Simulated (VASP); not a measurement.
Given:

```
CELL_PARAMETERS angstrom
      0.00000     1.87962     1.87962
      1.87962     0.00000     1.87962
      1.87962     1.87962     0.00000
ATOMIC_POSITIONS crystal
  Ir 0.00000 0.00000 0.00000
```

All values below come from PBE GGA with D3 dispersion (zero damping), VASP's PBE PAW potentials (set 64) (plane waves; VASP). Run with 520 eV cut-off, 16×16×16 Γ-centred mesh, first-order Methfessel-Paxton smearing of 0.10 eV, potentials Ir.

Question: Give the stress tensor in GPa (positive for a compressed cell).

Answer: 
```
27.91   0.00   0.00
 0.00  27.91   0.00
 0.00   0.00  27.91
```
The pressure is its mean diagonal, 27.91 GPa.

The compound is Ir in the fcc structure. This cell is one point of a volume scan, at 0.94 of the reference volume.
